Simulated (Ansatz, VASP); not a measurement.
# SnSe: VASP beside Ansatz

One calculation is typed for both programs; each brings its own data sets. How far apart do they land? The cell is taken from a series of runs on this material, whose earlier steps may have relaxed, scaled, displaced or heated it; both programs get it as it stands.

Calculated with Ansatz 0.2.0; plane waves, with VASP 6.6.1 beside it; HSE06.

### Step 1. The structure

The structure is orthorhombic, space group Pnma (No. 62). Conventional cell: a = 11.538 Å, b = 4.174 Å, c = 4.380 Å, α = 90.00°, β = 90.00°, γ = 90.00°. Sn has 5 Se at 2.76 to 3.27 Å nearest. Nearest to Se lie 5 Sn at 2.76 to 3.27 Å. Farther neighbours and most contacts between anions are not listed.

As a file:

```
Sn Se
1.0
    11.53829    0.00000    0.00000
     0.00000    4.17428    0.00000
     0.00000    0.00000    4.37957
Sn Se
4 4
Direct
  0.11867 0.25000 0.09231
  0.88133 0.75000 0.90769
  0.38133 0.75000 0.59231
  0.61867 0.25000 0.40769
  0.85674 0.25000 0.47970
  0.14326 0.75000 0.52030
  0.64326 0.75000 0.97970
  0.35674 0.25000 0.02030
```

### Step 2. VASP: single point, HSE06

With cell and atoms fixed, the geometry can't cause a difference; cores, projectors, grids and the points listed under the comparison can.

Lines of VASP's logs that name or quote its potential files are left out, and so is its time.

The run reads the wave functions of an earlier VASP run, which isn't shown here.

Contents of INCAR:

```
SYSTEM = SnSe
PREC = Accurate
ENCUT = 400
EDIFF = 1E-06
NELM = 100
ISMEAR = 0
SIGMA = 0.01
LREAL = .FALSE.
ALGO = Normal
LHFCALC = .TRUE.
AEXX = 0.25
GGA = PE
HFSCREEN = 0.208
LASPH = .TRUE.
NBANDS = 49
PRECFOCK = Fast
LORBIT = 11
LWAVE = .FALSE.
LCHARG = .FALSE.
KPAR = 4
NCORE = 4
ISIF = 2
```

Contents of POSCAR:

```
SnSe
1.0
   11.5382881110      0.0000000000      0.0000000000
    0.0000000000      4.1742757603      0.0000000000
    0.0000000000      0.0000000000      4.3795710075
Sn Se
4 4
Direct
    0.1186730098      0.2500000000      0.0923094090
    0.8813269902      0.7500000000      0.9076905910
    0.3813269902      0.7500000000      0.5923094090
    0.6186730098      0.2500000000      0.4076905910
    0.8567357582      0.2500000000      0.4796953225
    0.1432642418      0.7500000000      0.5203046775
    0.6432642418      0.7500000000      0.9796953225
    0.3567357582      0.2500000000      0.0203046775
```

Contents of KPOINTS:

```
Automatic mesh
0
Gamma
2 4 4
0 0 0
```

PAW data sets: Sn_d and Se (PBE family, release 64).

The run is started by

```bash
$ mpirun -np 16 vasp_std
```

Numbers of over 12 decimals in the logs are rounded to 6 here.

Log:

```text
[banner, memory and clock lines left out]
running   16 mpi-ranks, on    1 nodes
 distrk:  each k-point on    4 cores,    4 groups
 distr:  one band on    4 cores,    1 groups

 POSCAR found type information on POSCAR SnSe
 POSCAR found :  2 types and       8 ions
 LDA part: xc-table for (Slater+PW92), standard interpolation
 found WAVECAR, reading the header
 POSCAR, INCAR and KPOINTS ok, starting setup
 FFT: planning ... GRIDC
 FFT: planning ... GRID_SOFT
 FFT: planning ... GRID
 reading WAVECAR
 the WAVECAR file was read successfully
 initial charge from wavefunction
 entering main loop
       N       E                     dE             d eps       ncg     rms          rms(c)
DAV:   1    -0.392663349759E+02   -0.39266E+02   -0.16655E+00  1852   0.836E+00    0.285E+00
DAV:   2    -0.392954055519E+02   -0.29071E-01   -0.16022E-01  2105   0.166E+00    0.188E+00
DAV:   3    -0.392899502732E+02    0.54553E-02   -0.12510E-02  2613   0.529E-01    0.113E+00
DAV:   4    -0.392884739107E+02    0.14764E-02   -0.29360E-03  2285   0.242E-01    0.646E-01
DAV:   5    -0.392882004738E+02    0.27344E-03   -0.57873E-04  2316   0.126E-01    0.368E-01
DAV:   6    -0.392880672807E+02    0.13319E-03   -0.88864E-05  2156   0.562E-02    0.204E-01
DAV:   7    -0.392880230677E+02    0.44213E-04   -0.44375E-05  1947   0.304E-02    0.110E-01
DAV:   8    -0.392880121513E+02    0.10916E-04   -0.12427E-05  1710   0.148E-02    0.601E-02
DAV:   9    -0.392880097035E+02    0.24478E-05   -0.32248E-06  1606   0.900E-03    0.337E-02
DAV:  10    -0.392880097331E+02   -0.29613E-07   -0.11484E-06  1086   0.648E-03
   1 F= -.39288010E+02 E0= -.39288010E+02  d E =-.463553E-22
```

OUTCAR, selected parts (step 2):

```text
ion  position               nearest neighbor table
   1  0.119  0.250  0.092-   8 2.76   6 2.82   6 2.82   6 3.27   6 3.27   2 3.54   2 3.54
   2  0.881  0.750  0.908-   7 2.76   5 2.82   5 2.82   5 3.27   5 3.27   1 3.54   1 3.54
   3  0.381  0.750  0.592-   6 2.76   8 2.82   8 2.82   8 3.27   8 3.27   4 3.54   4 3.54
   4  0.619  0.250  0.408-   5 2.76   7 2.82   7 2.82   7 3.27   7 3.27   3 3.54   3 3.54
   5  0.857  0.250  0.480-   4 2.76   2 2.82   2 2.82   2 3.27   2 3.27
   6  0.143  0.750  0.520-   3 2.76   1 2.82   1 2.82   1 3.27   1 3.27
   7  0.643  0.750  0.980-   2 2.76   4 2.82   4 2.82   4 3.27   4 3.27
   8  0.357  0.250  0.020-   1 2.76   3 2.82   3 2.82   3 3.27   3 3.27

  LATTYP: Found a simple orthorhombic cell.
 ALAT       =     4.1742757603
 B/A-ratio  =     1.0491810458
 C/A-ratio  =     2.7641413202

 Subroutine GETGRP returns: Found  8 space group operations
 (whereof  2 operations were pure point group operations)

The static configuration has the point symmetry S_2 .
 The point group associated with its full space group is D_2h.

 Found     18 irreducible k-points:

   k-points           NKPTS =     18   k-points in BZ     NKDIM =     32   number of bands    NBANDS=     49

   dimension x,y,z NGX =    80 NGY =   28 NGZ =   30
   dimension x,y,z NGXF=   160 NGYF=   56 NGZF=   60

   ENCUT  =  400.0 eV  29.40 Ry    5.42 a.u.  18.82  6.81  7.14*2*pi/ulx,y,z

   NELECT =      80.0000    total number of electrons

 k-points in reciprocal lattice and weights: Automatic mesh
   0.00000000  0.00000000  0.00000000       0.031
   0.50000000  0.00000000  0.00000000       0.031
   0.00000000  0.25000000  0.00000000       0.062
   0.50000000  0.25000000  0.00000000       0.062
   0.00000000  0.50000000  0.00000000       0.031
   0.50000000  0.50000000  0.00000000       0.031
   0.00000000  0.00000000  0.25000000       0.062
   0.50000000  0.00000000  0.25000000       0.062
   0.00000000  0.25000000  0.25000000       0.125
[...]
0.00000000  0.50000000  0.50000000       0.031
   0.50000000  0.50000000  0.50000000       0.031

  exchange ACFDT corr.  =         0.00000000  see jH, gK, PRB 81, 115126

 average (electrostatic) potential at core
       1 -95.3946       2 -95.3947       3 -95.3946       4 -95.3947       5 -48.8510
       6 -48.8510       7 -48.8510       8 -48.8510

 E-fermi :   5.2104

 k-point     1 :       0.0000    0.0000    0.0000
  band No.  band energies     occupation
    ...
     36       3.1367      2.00000
     37       3.3827      2.00000
     38       3.8017      2.00000
     39       4.4641      2.00000
     40       4.6277      2.00000
     41       6.2480      0.00000
     42       8.9053      0.00000
     43       8.9481      0.00000
     44       8.9816      0.00000
     45       9.2878      0.00000
    ...

 k-point     2 :       0.5000    0.0000    0.0000
  band No.  band energies     occupation
    ...
     36       2.8425      2.00000
     37       3.0760      2.00000
     38       3.0760      2.00000
     39       4.5874      2.00000
     40       4.5874      2.00000
     41       8.3893      0.00000
     42       8.3893      0.00000
     43       8.6050      0.00000
     44       8.6050      0.00000
     45       9.8096      0.00000
    ...

 k-point     3 :       0.0000    0.2500    0.0000
  band No.  band energies     occupation
    ...
     36       3.3232      2.00000
     37       3.6801      2.00000
     38       4.3643      2.00000
     39       4.4394      2.00000
     40       5.0082      2.00000
     41       6.7371      0.00000
     42       6.7652      0.00000
     43       8.2687      0.00000
     44       8.2802      0.00000
     45       8.4334      0.00000
    ...

  Total        0.4446980      0.6395342      0.6044700      0.0000000      0.0000000      0.0000000
  in kB        3.3777044      4.8575834      4.5912534      0.0000000      0.0000000      0.0000000
  external PRESSURE =       4.2755137 kB  Pullay stress =       0.0000000 kB

  energy-cutoff  :      400.00
  volume of cell :      210.94
      direct lattice vectors                 reciprocal lattice vectors
    11.538288111  0.000000000  0.000000000     0.086667969  0.000000000  0.000000000
     0.000000000  4.174275760  0.000000000     0.000000000  0.239562515  0.000000000
     0.000000000  0.000000000  4.379571008     0.000000000  0.000000000  0.228332866

 POSITION                                       TOTAL-FORCE (eV/Angst)
 -----------------------------------------------------------------------------------
      1.36928      1.04357      0.40428         0.196743     -0.000000      0.130538
     10.16900      3.13071      3.97530        -0.196743     -0.000000     -0.130538
      4.39986      3.13071      2.59406        -0.196743     -0.000000      0.130538
      7.13843      1.04357      1.78551         0.196743     -0.000000     -0.130538
      9.88526      1.04357      2.10086        -0.156625      0.000000      0.132150
      1.65302      3.13071      2.27871         0.156625     -0.000000     -0.132150
      7.42217      3.13071      4.29065         0.156625     -0.000000      0.132150
      4.11612      1.04357      0.08893        -0.156625      0.000000     -0.132150
 -----------------------------------------------------------------------------------
    total drift:                                0.000045      0.000001      0.000027

  FREE ENERGIE OF THE ION-ELECTRON SYSTEM (eV)
  ---------------------------------------------------
  free  energy   TOTEN  =       -39.2880097331 eV

  energy  without entropy=      -39.2880097331  energy(sigma->0) =      -39.28800973

 total charge
# of ion       s       p       d       tot
------------------------------------------
    1        1.384   0.723  10.000  12.107
    2        1.384   0.723  10.000  12.107
    3        1.384   0.723  10.000  12.107
    4        1.384   0.723  10.000  12.107
    5        1.483   2.372   0.025   3.879
    6        1.483   2.372   0.025   3.879
    7        1.483   2.372   0.025   3.879
    8        1.483   2.372   0.025   3.879
--------------------------------------------------
tot         11.467  12.379  40.098  63.945

[... 3 further parts left out ...]
```

The k-mesh is coarse for exact exchange; levels may shift by about 0.1 eV on a finer one.

(Continued in part 2 of 2.)

[Lines on the potential files, build, host, timing and source positions are cut from VASP's logs without a mark.]

[Logs are printed without paths, hosts, clocks, repeated set-up lines and the standing remarks that a program may print on its own settings, such as how far it seeks lower states.]

[Hosts, paths, dates, database ids (printed as entryN), source tags and the programs' standing remarks are cut or masked in the printed files.]
